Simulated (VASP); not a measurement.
# Al2SiF2 (P-3m1) in VASP: relaxation of cell and atoms with PBE

Aim: the relaxation of cell and atoms of Al2SiF2 with PBE.

All numbers are computed with VASP 6.6.1; they aren't measurements. Logs are shortened: lines on timing, memory, paths and dates and some standing lists are left out, and cuts for length are marked.

## Step 1: The structure

Symmetry: P-3m1, No. 164, trigonal system. The conventional cell has a = 4.138 Å, b = 4.138 Å, c = 5.206 Å, α = 90.00°, β = 90.00°, γ = 120.00°. Al (site symmetry 3m) has 3 F at 2.39 Å as nearest neighbours. Around Si (site symmetry -3m) lie 2 F at 1.38 Å. F (site symmetry 3m) has 1 Si at 1.38 Å as nearest neighbours.

The cell was built by a generator and needn't be a form met in nature.

## Step 2: Relaxation of cell and atoms, PBE

Contents of INCAR:

```
SYSTEM = Al2SiF2
ALGO     = Fast           ! electronic algorithm
EDIFF    = 1E-4           ! SCF threshold, eV
EDIFFG   = -0.08          ! ionic threshold
ENCUT    = 520            ! plane-wave cutoff, eV
GGA      = PE             ! functional
IBRION   = 2              ! ionic algorithm
ISIF     = 3              ! what is computed and relaxed
ISMEAR   = 0              ! smearing method
LASPH    = .TRUE.         ! aspherical terms in the spheres
LCHARG   = .FALSE.        ! write CHGCAR
LREAL    = .FALSE.        ! projectors in reciprocal space
LWAVE    = .FALSE.        ! write WAVECAR
NELM     = 60             ! most SCF steps
NSW      = 24             ! ionic steps
PREC     = Normal         ! precision mode
SIGMA    = 0.15           ! smearing width, eV
```

Contents of KPOINTS:

```
k-points
0
G
  4 4 3
  0 0 0
```

Contents of POSCAR:

```
Al2SiF2
1.0
    4.1380581200      0.0000000000      0.0000000000
   -2.0690290600      3.5836634500      0.0000000000
    0.0000000000      0.0000000000      5.2062613700
Al Si F
2 1 2
Direct
    0.3333333300      0.6666666700      0.2047607000
    0.6666666700      0.3333333300      0.7952393000
    0.0000000000      0.0000000000      0.5000000000
    0.0000000000      0.0000000000      0.2347125200
    0.0000000000      0.0000000000      0.7652874800
```

Potentials or basis: VASP PAW PBE potentials, release 64 (Al, Si, F).

Started as:

```sh
$ cat potpaw_PBE.64/Al/POTCAR potpaw_PBE.64/Si/POTCAR potpaw_PBE.64/F/POTCAR > POTCAR
$ mpirun -np 1 vasp_std > vasp.out
```

OUTCAR:

```text
SYSTEM = Al2SiF2
   EDIFF = 1E-4
   EDIFFG = -0.08
   ENCUT = 520
   GGA = PE
   IBRION = 2
   ISIF = 3
   ISMEAR = 0
   LASPH = .TRUE.
   LREAL = .FALSE.
   NELM = 60
   NSW = 24
   PREC = Normal

 ion  position               nearest neighbor table
   1  0.333  0.667  0.205-   4 2.39   4 2.39   4 2.39   3 2.84   3 2.84   3 2.84   2 3.20   2 3.20
                             2 3.20
   2  0.667  0.333  0.795-   5 2.39   5 2.39   5 2.39   3 2.84   3 2.84   3 2.84   1 3.20   1 3.20
                             1 3.20
   3  0.000  0.000  0.500-   4 1.38   5 1.38   1 2.84   2 2.84   1 2.84   2 2.84   2 2.84   1 2.84

   4  0.000  0.000  0.235-   3 1.38   1 2.39   1 2.39   1 2.39
   5  0.000  0.000  0.765-   3 1.38   2 2.39   2 2.39   2 2.39

  LATTYP: Found a hexagonal cell.
 ALAT       =     4.1380581200
 C/A-ratio  =     1.2581411906

  Lattice vectors:

 A1 = (   4.1380581200,   0.0000000000,   0.0000000000)
 A2 = (  -2.0690290600,   3.5836634500,   0.0000000000)
 A3 = (   0.0000000000,   0.0000000000,   5.2062613700)

Analysis of symmetry for initial positions (statically):
=====================================================================
 Subroutine PRICEL returns:
 Original cell was already a primitive cell.

 Routine SETGRP: Setting up the symmetry group for a
 hexagonal supercell.

 Subroutine GETGRP returns: Found 12 space group operations
 (whereof 12 operations were pure point group operations)
 out of a pool of 24 trial point group operations.

The static configuration has the point symmetry D_3d.

Analysis of symmetry for dynamics (positions and initial velocities):
=====================================================================
 Subroutine PRICEL returns:
 Original cell was already a primitive cell.

 Routine SETGRP: Setting up the symmetry group for a
 hexagonal supercell.

 Subroutine GETGRP returns: Found 12 space group operations
 (whereof 12 operations were pure point group operations)
 out of a pool of 24 trial point group operations.

The dynamic configuration has the point symmetry D_3d.

 Subroutine INISYM returns: Found 12 space group operations
 (whereof 12 operations are pure point group operations),
 and found     1 'primitive' translations

----------------------------------------------------------------------------------------

                                     Primitive cell

  volume of cell :      77.2058

  direct lattice vectors                    reciprocal lattice vectors
     4.138058120  0.000000000  0.000000000     0.241659245  0.139522030  0.000000000
    -2.069029060  3.583663450  0.000000000     0.000000000  0.279044060  0.000000000
     0.000000000  0.000000000  5.206261370     0.000000000  0.000000000  0.192076411

  length of vectors
     4.138058120  4.138058116  5.206261370     0.279044060  0.279044060  0.192076411

  position of ions in fractional coordinates (direct lattice)
     0.333333330  0.666666670  0.204760700
     0.666666670  0.333333330  0.795239300
     0.000000000  0.000000000  0.500000000
     0.000000000  0.000000000  0.234712520
     0.000000000  0.000000000  0.765287480

  ion indices of the primitive-cell ions
   primitive index   ion index
                 1           1
                 2           2
                 3           3
                 4           4
                 5           5

----------------------------------------------------------------------------------------

 KPOINTS: k-points

Automatic generation of k-mesh.
 Grid dimensions read from file:
 generate k-points for:    4    4    3

 Generating k-lattice:

  Cartesian coordinates                     Fractional coordinates (reciprocal lattice)
     0.060414811  0.034880508  0.000000000     0.250000000  0.000000000  0.000000000
     0.000000000  0.069761015  0.000000000     0.000000000  0.250000000  0.000000000
     0.000000000  0.000000000  0.064025470     0.000000000  0.000000000  0.333333333

  Length of vectors
     0.069761015  0.069761015  0.064025470

  Shift w.r.t. Gamma in fractional coordinates (k-lattice)
     0.000000000  0.000000000  0.000000000

 Subroutine IBZKPT returns following result:
 ===========================================

 Found      9 irreducible k-points:

 Following reciprocal coordinates:
            Coordinates               Weight
  0.000000  0.000000  0.000000      1.000000
  0.250000  0.000000  0.000000      6.000000
  0.500000  0.000000  0.000000      3.000000
  0.250000  0.250000  0.000000      6.000000
  0.000000  0.000000  0.333333      2.000000
  0.250000  0.000000  0.333333      6.000000
  0.000000  0.250000  0.333333      6.000000
  0.500000  0.000000  0.333333      6.000000
  0.250000  0.250000  0.333333     12.000000
   k-points           NKPTS =      9   k-points in BZ     NKDIM =      9   number of bands    NBANDS=     16
   number of dos      NEDOS =    301   number of ions     NIONS =      5
   total plane-waves  NPLWV =  17280
   dimension x,y,z NGX =    24 NGY =   24 NGZ =   30
   dimension x,y,z NGXF=    48 NGYF=   48 NGZF=   60
   ions per type =               2   1   2
   NGX,Y,Z   is equivalent  to a cutoff of   9.64,  9.64,  9.58 a.u.
   NGXF,Y,Z  is equivalent  to a cutoff of  19.28, 19.28, 19.16 a.u.
 SYSTEM =  Al2SiF2
   PREC   = normal    normal or accurate (medium, high low for compatibility)
   ISTART =      0    job   : 0-new  1-cont  2-samecut
   ICHARG =      2    charge: 1-file 2-atom 10-const
   ISPIN  =      1    spin polarized calculation?
   LNONCOLLINEAR =      F non collinear calculations
   LSORBIT =      F    spin-orbit coupling
   LASPH  =      T    aspherical Exc in radial PAW
   ENCUT  =  520.0 eV  38.22 Ry    6.18 a.u.   7.69  7.69  9.68*2*pi/ulx,y,z
   NELM   =     60;   NELMIN=  2; NELMDL= -5     # of ELM steps
   EDIFF  = 0.1E-03   stopping-criterion for ELM
   LREAL  =      F    real-space projection
   EDIFFG = -.8E-01   stopping-criterion for IOM
   NSW    =     24    number of steps for IOM
   IBRION =      2    ionic relax: 0-MD 1-quasi-New 2-CG
   NFREE  =      1    steps in history (QN), initial steepest desc. (CG)
   ISIF   =      3    stress and relaxation
   ISYM   =      2    0-nonsym 1-usesym 2-fastsym
   POTIM  = 0.5000    time-step for ionic-motion
   TEBEG  =    0.0;   TEEND  =   0.0 temperature during run
   PSTRESS=    0.0 pullay stress
   NELECT =      24.0000    total number of electrons
   NUPDOWN=      -1.0000    fix difference up-down
   EMIN   =  10.00;   EMAX   =-10.00  energy-range for DOS
   EFERMI =   0.00;   METHOD = LEGACY
   ISMEAR =     0;   SIGMA  =   0.15  broadening in eV -4-tet -1-fermi 0-gaus
   EFERMI_NEDOS =   21; number of points for ismear=-14 and -15
   IALGO  =     68    algorithm
   IMIX   =      4    mixing-type and parameters
     AMIX     =   0.40;   BMIX     =  1.00
     AMIX_MAG =   1.60;   BMIX_MAG =  1.00
  volume/ion in A,a.u.               =      15.44       104.20
  Fermi-wavevector in a.u.,A,eV,Ry     =   1.108993  2.095692 16.733324  1.229865
  Thomas-Fermi vector in A             =   2.245527
   LORBIT       =      0    0 simple, 1 ext, 2 COOP (PROOUT), +10 PAW based schemes
   GGA     = PE    functional components
   LHFCALC =     F    Hartree Fock is set to
   AEXX    =    0.0000 exact exchange contribution
   IVDW    =     0    specifies the selected vdW correction
   LEPSILON=     F    determine dielectric tensor
   LRPA    =     F    only Hartree local field effects (RPA)
 conjugate gradient relaxation of ions
 non-spin polarized calculation
 RMM-DIIS sequential band-by-band and
 Gauss-broadening in eV      SIGMA  =   0.15
  energy-cutoff  :      520.00
  volume of cell :       77.21
 maximum number of plane-waves:      2101
   NGX = 15   NGY = 15   NGZ = 19

--------------------------------------- Ionic step        1  -------------------------------------------

 number of electron      23.9999972 magnetization

 Free energy of the ion-electron system (eV)
  ---------------------------------------------------
  ext. energy  EPLUGINS =         0.00000000
  ---------------------------------------------------
  free energy    TOTEN  =       -14.06327611 eV

  energy without entropy =      -14.04059622  energy(sigma->0) =      -14.05193616

------------------------ aborting loop because EDIFF is reached ----------------------------------------

  FORCE on cell =-STRESS in cart. coord.  units (eV):
  Direction    XX          YY          ZZ          XY          YZ          ZX
  --------------------------------------------------------------------------------------
  -------------------------------------------------------------------------------------
  Total        6.0331996      6.0331996     44.0957181      0.0000000      0.0000000      0.0000000
  in kB      125.2012037    125.2012034    915.0761387      0.0000000      0.0000000      0.0000000
  external PRESSURE =     388.4928486 kB  Pullay stress =       0.0000000 kB
[... 26 lines left out ...]
--------------------------------------- Ionic step        2  -------------------------------------------

 number of electron      24.0000069 magnetization

------------------------ aborting loop EDIFF was not reached (unconverged)  ----------------------------

  FORCE on cell =-STRESS in cart. coord.  units (eV):
  Direction    XX          YY          ZZ          XY          YZ          ZX
  --------------------------------------------------------------------------------------
  -------------------------------------------------------------------------------------
  Total       -2.2454622     -2.2454622      3.8391092     -0.0000000      0.0000000      0.0000000
  in kB      -29.1922048    -29.1922047     49.9104649     -0.0000000      0.0000000      0.0000000
  external PRESSURE =      -2.8246482 kB  Pullay stress =       0.0000000 kB
[... 59 lines left out ...]
  FREE ENERGIE OF THE ION-ELECTRON SYSTEM (eV)
  ---------------------------------------------------
  free  energy   TOTEN  =       -17.9147830651 eV

  energy  without entropy=      -17.8854222684  energy(sigma->0) =      -17.90010267

 E-fermi :   4.8593     XC(G=0):  -9.3450

 val. band max:        4.7619667460   @ k =   0.0000   0.2500   0.3333
 cond. band min:       4.9848972122   @ k =   0.5000   0.0000   0.0000
 fundamental gap:      0.2229304662
 Fermi energy:         4.8593385233

 k-point     1 :       0.0000    0.0000    0.0000
  band No.  band energies     occupation
      1     -21.2042      2.00000
      2     -20.2652      2.00000
      3      -5.8513      2.00000
      4      -2.6806      2.00000
      5      -2.6806      2.00000
      6      -1.8306      2.00000
[... 148 lines left out ...]
      3      -4.8987      2.00000
      4      -3.5036      2.00000
      5      -3.0617      2.00000
      6      -2.9256      2.00000
[... 8 lines left out ...]
     15       7.4555      0.00000
     16       8.4827      0.00000

[... ionic steps 4 to 20 ...]

--------------------------------------- Ionic step       21  -------------------------------------------

 number of electron      23.9999846 magnetization

------------------------ aborting loop because EDIFF is reached ----------------------------------------
[... 73 lines left out ...]
--------------------------------------- Ionic step       23  -------------------------------------------

 number of electron      23.9999900 magnetization

 Free energy of the ion-electron system (eV)
  ---------------------------------------------------
  ext. energy  EPLUGINS =         0.00000000
  ---------------------------------------------------
  free energy    TOTEN  =       -18.84867490 eV

  energy without entropy =      -18.82937428  energy(sigma->0) =      -18.83902459

 E-fermi :   4.5107     XC(G=0):  -9.2171

 val. band max:        4.4307363557   @ k =   0.2500   0.2500   0.3333
 cond. band min:       4.7788865267   @ k =   0.2500   0.2500   0.0000
 fundamental gap:      0.3481501710
 Fermi energy:         4.5107084011

 k-point     1 :       0.0000    0.0000    0.0000
  band No.  band energies     occupation
      1     -20.8780      2.00000
      2     -20.5232      2.00000
      3      -5.1155      2.00000
      4      -2.6067      2.00000
      5      -2.6067      2.00000
      6      -2.2910      2.00000
[... 192 lines left out ...]
  FREE ENERGIE OF THE ION-ELECTRON SYSTEM (eV)
  ---------------------------------------------------
  free  energy   TOTEN  =       -18.8486748994 eV

  energy  without entropy=      -18.8293742822  energy(sigma->0) =      -18.83902459

 reached required accuracy - stopping structural energy minimisation
```

It took 50 s on 1 thread of Intel Xeon 6975P-C (Granite Rapids), shared host; peak memory 0.15 GiB.

What came out:

| Quantity | Value |
| --- | --- |
| Free energy | -18.8487 eV |
| Relaxed volume | 17.54 Å³/atom |
| Relaxed cell | a = 3.977 Å, b = 3.977 Å, c = 6.402 Å, α = 90.00°, β = 90.00°, γ = 120.00° |
| Space group after relaxing (to 0.05 Å) | P-3m1 (No. 164) |
| Energy gained by relaxing | 957.1 meV/atom |
| Ionic steps | 23 |
| Pressure after relaxing | 0.2 GPa |
| Largest force after relaxing | 0.026 eV/Å |
| Band gap on the k mesh | none (metal or under the smearing width) |

Forces in eV/Å, atoms in the order of the input:
```
Al   0.000  0.000 -0.008
Al   0.000  0.000  0.008
Si   0.000  0.000  0.000
F    0.000  0.000  0.026
F    0.000  0.000 -0.026
```

The path:
| step | energy change (eV) | largest force (eV/Å) | pressure (GPa) | volume (Å³) |
| --- | --- | --- | --- | --- |
| 1 | 0.0000 | 15.8864 | 38.85 | 77.21 |
| 2 | 7.6798 | 19.2252 | -0.28 | 123.24 |
| 3 | -3.8515 | 4.7493 | 1.56 | 91.24 |
| 4 | -4.0031 | 4.1514 | 2.73 | 89.78 |
| 5 | -4.2461 | 2.3860 | 5.38 | 85.46 |
| 6 | -4.0951 | 0.0533 | 10.54 | 81.30 |
| 7 | -4.2431 | 2.2173 | 5.56 | 84.92 |
| 8 | -4.2455 | 1.9382 | 6.23 | 84.36 |
| 9 | -4.2454 | 2.0485 | 6.39 | 84.59 |
| 10 | -4.6758 | 0.2358 | 0.36 | 92.36 |
| 11 | -4.7034 | 0.0584 | -0.71 | 95.03 |
| 12 | -4.7037 | 0.0650 | -0.50 | 95.25 |
| 13 | -4.7036 | 0.0848 | -0.52 | 95.67 |
| 14 | -4.7137 | 0.0965 | -0.57 | 95.06 |
| 15 | -4.7378 | 0.1223 | -0.31 | 93.20 |
| 16 | -4.7550 | 0.2107 | -0.18 | 89.38 |
| 17 | -4.7659 | 0.1870 | 0.51 | 87.98 |
| 18 | -4.7676 | 0.1841 | 0.54 | 87.47 |
| 19 | -4.7751 | 0.1330 | -0.38 | 88.48 |
| 20 | -4.7755 | 0.1423 | -0.64 | 88.74 |
| 21 | -4.7803 | 0.1251 | -0.38 | 88.57 |
| 22 | -4.7843 | 0.0937 | -0.31 | 88.20 |
| 23 | -4.7854 | 0.0262 | 0.23 | 87.72 |

Final structure:
```yaml
crystal:
  lattice:
    - [3.97750, 0.00000, 0.00000]
    - [-1.98875, 3.44461, 0.00000]
    - [0.00000, 0.00000, 6.40248]
  atoms:
    - { symbol: Al, position: [0.33333, 0.66667, 0.18108] }
    - { symbol: Al, position: [0.66667, 0.33333, 0.81892] }
    - { symbol: Si, position: [0.00000, 0.00000, 0.50000] }
    - { symbol: F, position: [0.00000, 0.00000, 0.18536] }
    - { symbol: F, position: [0.00000, 0.00000, 0.81464] }
```

Caveat: the k mesh is coarse (spacing up to 0.44 Å⁻¹), so the values aren't converged; the relaxation stopped at a loose force limit of 0.08 eV/Å, so its end isn't a converged minimum.
